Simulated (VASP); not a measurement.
Method: LDA (Ceperley-Alder, Perdew-Zunger), VASP's LDA PAW potentials (set 64) (plane waves; VASP).

Input for VASP

### QPOINTS
```
k-points along high-symmetry lines
8
Line-mode
Cartesian
  0.000000   0.000000   0.000000 ! GAMMA
  0.116614   0.067327   0.000000 ! M

  0.116614   0.067327   0.000000 ! M
  0.077742   0.134654   0.000000 ! K

  0.077742   0.134654   0.000000 ! K
  0.000000   0.000000   0.000000 ! GAMMA

  0.000000   0.000000   0.000000 ! GAMMA
  0.000000   0.000000   0.084149 ! A

  0.000000   0.000000   0.084149 ! A
  0.116614   0.067327   0.084149 ! L

  0.116614   0.067327   0.084149 ! L
  0.077742   0.134654   0.084149 ! H

  0.077742   0.134654   0.084149 ! H
  0.000000   0.000000   0.084149 ! A

  0.116614   0.067327   0.084149 ! L
  0.116614   0.067327   0.000000 ! M

  0.077742   0.134654   0.084149 ! H
  0.077742   0.134654   0.000000 ! K
```

**KPOINTS**
```
Regular mesh
0
G
  3 3 2
0 0 0
```

**INCAR**
```
LWAVE=.False.
LREAL=.False.   # projection in real space or not
LMAXMIX=4   # l cut-off of mixed one-centre charges
SIGMA=0.05
LASPH=.True.
ISMEAR=0
SYSTEM=Te
IBRION=6
LPHON_DISPERSION=.True.
EDIFF=1E-7   # SCF stop (eV)
LCHARG=.False.
ALGO=Normal   # blocked Davidson
NELM=100   # most electronic steps
PREC=Accurate
ENCUT=400   # plane-wave cut-off (eV)
NSW=1
ISIF=2   # forces and stress, cell fixed
POTIM=0.015
NFREE=2
```

### POSCAR
```
Te
1
    8.5753291886     0.0000000000     0.0000000000
   -4.2876645942     7.4264529364     0.0000000000
    0.0000000000     0.0000000000    11.8837364298
Te
24
Direct
  0.1422448101   0.0000000000   0.1666665000
  0.1422448101   0.0000000000   0.6666665000
  0.1422448101   0.5000000000   0.1666665000
  0.1422448101   0.5000000000   0.6666665000
  0.6422448101   0.0000000000   0.1666665000
  0.6422448101   0.0000000000   0.6666665000
  0.6422448101   0.5000000000   0.1666665000
  0.6422448101   0.5000000000   0.6666665000
  0.0000000000   0.1422448101   0.3333335000
  0.0000000000   0.1422448101   0.8333335000
  0.0000000000   0.6422448101   0.3333335000
  0.0000000000   0.6422448101   0.8333335000
  0.5000000000   0.1422448101   0.3333335000
  0.5000000000   0.1422448101   0.8333335000
  0.5000000000   0.6422448101   0.3333335000
  0.5000000000   0.6422448101   0.8333335000
  0.3577551899   0.3577551899   0.0000000000
  0.3577551899   0.3577551899   0.5000000000
  0.3577551899   0.8577551899   0.0000000000
  0.3577551899   0.8577551899   0.5000000000
  0.8577551899   0.3577551899   0.0000000000
  0.8577551899   0.3577551899   0.5000000000
  0.8577551899   0.8577551899   0.0000000000
  0.8577551899   0.8577551899   0.5000000000
```

POTCAR, in this order: Te (LDA.64 set). Program: vasp_std.

The run wrote:

OSZICAR:
```
       N       E                     dE             d eps       ncg     rms          rms(c)
DAV:   1     0.670863466293E+03    0.67086E+03   -0.45727E+04  1032   0.111E+03
DAV:   2    -0.186192708145E+02   -0.68948E+03   -0.66460E+03  1242   0.186E+02
DAV:   3    -0.884743701023E+02   -0.69855E+02   -0.68085E+02  1208   0.614E+01
DAV:   4    -0.913766452826E+02   -0.29023E+01   -0.28526E+01  1336   0.130E+01
DAV:   5    -0.914788576095E+02   -0.10221E+00   -0.10179E+00  1368   0.255E+00    0.376E+01
DAV:   6    -0.912764329532E+02    0.20242E+00   -0.15788E-01  1242   0.104E+00    0.237E+01
DAV:   7    -0.912024444651E+02    0.73988E-01   -0.24689E-01  1256   0.127E+00    0.109E+00
DAV:   8    -0.911972459250E+02    0.51985E-02   -0.37063E-02  1178   0.525E-01    0.487E-01
DAV:   9    -0.911973723128E+02   -0.12639E-03   -0.19180E-03  1320   0.118E-01    0.315E-01
DAV:  10    -0.911972406067E+02    0.13171E-03   -0.22562E-04  1266   0.404E-02    0.430E-02
DAV:  11    -0.911972379430E+02    0.26636E-05   -0.53960E-05  1288   0.178E-02    0.263E-02
DAV:  12    -0.911972380998E+02   -0.15677E-06   -0.40672E-06  1216   0.486E-03    0.237E-02
DAV:  13    -0.911972383224E+02   -0.22259E-06   -0.16029E-06  1200   0.316E-03    0.163E-02
DAV:  14    -0.911972376407E+02    0.68171E-06   -0.17316E-06  1168   0.363E-03    0.445E-03
DAV:  15    -0.911972376361E+02    0.45902E-08   -0.29715E-07   832   0.129E-03
   1 F= -.91197238E+02 E0= -.91193254E+02  d E =-.796742E-02
 Found     3 degrees of freedom:
       N       E                     dE             d eps       ncg     rms          rms(c)
DAV:   1    -0.911963504461E+02    0.88719E-03   -0.10349E-01  1412   0.785E-01    0.180E-01
DAV:   2    -0.911967579555E+02   -0.40751E-03   -0.48935E-03  1632   0.164E-01    0.473E-02
DAV:   3    -0.911967642216E+02   -0.62661E-05   -0.14625E-04  1716   0.326E-02    0.467E-02
DAV:   4    -0.911967635402E+02    0.68139E-06   -0.71330E-06  1712   0.703E-03    0.346E-02
DAV:   5    -0.911967620425E+02    0.14977E-05   -0.26343E-06  1548   0.428E-03    0.997E-03
DAV:   6    -0.911967619983E+02    0.44176E-07   -0.53046E-07  1552   0.182E-03
   2 F= -.91196762E+02 E0= -.91192773E+02  d E =-.797754E-02
       N       E                     dE             d eps       ncg     rms          rms(c)
DAV:   1    -0.911951929400E+02    0.15691E-02   -0.36746E-01  1376   0.143E+00    0.355E-01
DAV:   2    -0.911967248717E+02   -0.15319E-02   -0.18352E-02  1640   0.312E-01    0.932E-02
DAV:   3    -0.911967509944E+02   -0.26123E-04   -0.57392E-04  1722   0.632E-02    0.878E-02
DAV:   4    -0.911967481921E+02    0.28024E-05   -0.26845E-05  1728   0.136E-02    0.652E-02
DAV:   5    -0.911967433043E+02    0.48878E-05   -0.97086E-06  1576   0.820E-03    0.171E-02
DAV:   6    -0.911967432896E+02    0.14614E-07   -0.17492E-06  1632   0.337E-03    0.832E-03
DAV:   7    -0.911967432346E+02    0.55071E-07   -0.17782E-07  1048   0.127E-03
   3 F= -.91196743E+02 E0= -.91192766E+02  d E =-.795449E-02
       N       E                     dE             d eps       ncg     rms          rms(c)
DAV:   1    -0.911959393248E+02    0.80396E-03   -0.21175E-01  1720   0.109E+00    0.200E-01
DAV:   2    -0.911968429413E+02   -0.90362E-03   -0.10588E-02  2032   0.245E-01    0.722E-02
DAV:   3    -0.911968617621E+02   -0.18821E-04   -0.33094E-04  2208   0.474E-02    0.569E-02
DAV:   4    -0.911968603270E+02    0.14351E-05   -0.16613E-05  2136   0.108E-02    0.338E-02
DAV:   5    -0.911968592274E+02    0.10996E-05   -0.30315E-06  2032   0.480E-03    0.751E-03
DAV:   6    -0.911968592354E+02   -0.79626E-08   -0.48120E-07  1896   0.189E-03
   4 F= -.91196859E+02 E0= -.91192878E+02  d E =-.796174E-02
       N       E                     dE             d eps       ncg     rms          rms(c)
DAV:   1    -0.911955821772E+02    0.12771E-02   -0.33449E-01  1720   0.137E+00    0.237E-01
DAV:   2    -0.911968329779E+02   -0.12508E-02   -0.15459E-02  2008   0.295E-01    0.100E-01
DAV:   3    -0.911968636864E+02   -0.30709E-04   -0.52472E-04  2200   0.573E-02    0.740E-02
DAV:   4    -0.911968605865E+02    0.30999E-05   -0.27551E-05  2184   0.138E-02    0.378E-02
DAV:   5    -0.911968591604E+02    0.14261E-05   -0.46600E-06  2064   0.629E-03    0.517E-03
DAV:   6    -0.911968592068E+02   -0.46418E-07   -0.68219E-07  1992   0.232E-03
   5 F= -.91196859E+02 E0= -.91192878E+02  d E =-.796182E-02
       N       E                     dE             d eps       ncg     rms          rms(c)
DAV:   1    -0.911957636793E+02    0.10955E-02   -0.20674E-01  1720   0.110E+00    0.258E-01
DAV:   2    -0.911966970580E+02   -0.93338E-03   -0.11076E-02  2056   0.249E-01    0.790E-02
DAV:   3    -0.911967105161E+02   -0.13458E-04   -0.39647E-04  2120   0.561E-02    0.687E-02
DAV:   4    -0.911967096506E+02    0.86548E-06   -0.30307E-05  2184   0.141E-02    0.469E-02
DAV:   5    -0.911967071705E+02    0.24801E-05   -0.50010E-06  2160   0.681E-03    0.124E-02
DAV:   6    -0.911967070675E+02    0.10299E-06   -0.12397E-06  2008   0.321E-03    0.655E-03
DAV:   7    -0.911967070398E+02    0.27703E-07   -0.13564E-07  1248   0.101E-03
   6 F= -.91196707E+02 E0= -.91192726E+02  d E =-.796300E-02
       N       E                     dE             d eps       ncg     rms          rms(c)
DAV:   1    -0.911953326769E+02    0.13744E-02   -0.31516E-01  1720   0.133E+00    0.362E-01
DAV:   2    -0.911966895383E+02   -0.13569E-02   -0.17623E-02  2058   0.308E-01    0.126E-01
DAV:   3    -0.911967121950E+02   -0.22657E-04   -0.69332E-04  2120   0.747E-02    0.104E-01
DAV:   4    -0.911967113201E+02    0.87490E-06   -0.63828E-05  2096   0.205E-02    0.711E-02
DAV:   5    -0.911967076723E+02    0.36478E-05   -0.84427E-06  2232   0.909E-03    0.262E-02
DAV:   6    -0.911967074119E+02    0.26043E-06   -0.30873E-06  1992   0.492E-03    0.107E-02
DAV:   7    -0.911967073308E+02    0.81083E-07   -0.28943E-07  1360   0.163E-03
   7 F= -.91196707E+02 E0= -.91192726E+02  d E =-.796296E-02
```

OUTCAR:
```
------------------------ aborting loop because EDIFF is reached ----------------------------------------
  FORCE on cell =-STRESS in cart. coord.  units (eV):
  Direction    XX          YY          ZZ          XY          YZ          ZX
  --------------------------------------------------------------------------------------
  Total       -0.6608731     -0.6616178     -0.2488734      0.0338061      0.0007039      0.0795687
  in kB       -1.3990828     -1.4006592     -0.5268704      0.0715683      0.0014901      0.1684487
  external PRESSURE =      -1.1088708 kB  Pullay stress =       0.0000000 kB
  volume of cell :      756.81
      direct lattice vectors                 reciprocal lattice vectors
     8.575329189  0.000000000  0.000000000     0.116613599  0.067326893  0.000000000
    -4.287664594  7.426452936  0.000000000     0.000000000  0.134653785  0.000000000
     0.000000000  0.000000000 11.883736430     0.000000000  0.000000000  0.084148618
 POSITION                                       TOTAL-FORCE (eV/Angst)
 -----------------------------------------------------------------------------------
      1.21980      0.00000      1.96562         0.001059      0.006511      0.071800
      1.21980      0.00000      7.92249         0.000278     -0.000112     -0.002045
     -0.92404      3.71323      1.98062        -0.001607     -0.002399      0.003232
     -0.92404      3.71323      7.92249        -0.001661     -0.000892     -0.004495
      5.50746      0.00000      1.98062         0.000294      0.005326      0.007797
      5.50746      0.00000      7.92249         0.000313      0.000638     -0.006068
      3.36363      3.71323      1.98062         0.002146     -0.002399      0.003203
      3.36363      3.71323      7.92249         0.002299     -0.000914     -0.004520
     -0.60990      1.05637      3.96125         0.012504     -0.009439     -0.021441
     -0.60990      1.05637      9.90312        -0.000394      0.004456     -0.003100
     -2.75373      4.76960      3.96125         0.000177      0.003925     -0.006981
     -2.75373      4.76960      9.90312        -0.000122     -0.000667      0.000104
      3.67777      1.05637      3.96125        -0.006024     -0.003825     -0.006975
      3.67777      1.05637      9.90312        -0.001106      0.002341      0.000099
      1.53393      4.76960      3.96125        -0.000537      0.000743      0.000613
      1.53393      4.76960      9.90312        -0.001060      0.001685      0.003850
      1.53393      2.65685      0.00000        -0.000427      0.003673     -0.007226
      1.53393      2.65685      5.94187        -0.000188     -0.001150      0.000090
     -0.60990      6.37008      0.00000         0.005935     -0.004378     -0.007269
     -0.60990      6.37008      5.94187         0.000820      0.001849      0.000117
      5.82160      2.65685      0.00000         0.000235      0.000285      0.000605
      5.82160      2.65685      5.94187         0.000643      0.001190      0.003904
      3.67777      6.37008      0.00000        -0.013625     -0.010414     -0.022296
      3.67777      6.37008      5.94187         0.000048      0.003967     -0.002997
 -----------------------------------------------------------------------------------
    total drift:                                0.000074      0.000205      0.000105
  FREE ENERGIE OF THE ION-ELECTRON SYSTEM (eV)
  ---------------------------------------------------
  free  energy   TOTEN  =       -91.1967073308 eV

  energy  without entropy=      -91.1887443663  energy(sigma->0) =      -91.19272585
```
(Selected blocks of OUTCAR.)

The cell is a supercell, built from a database entry that may be metastable or hypothetical.
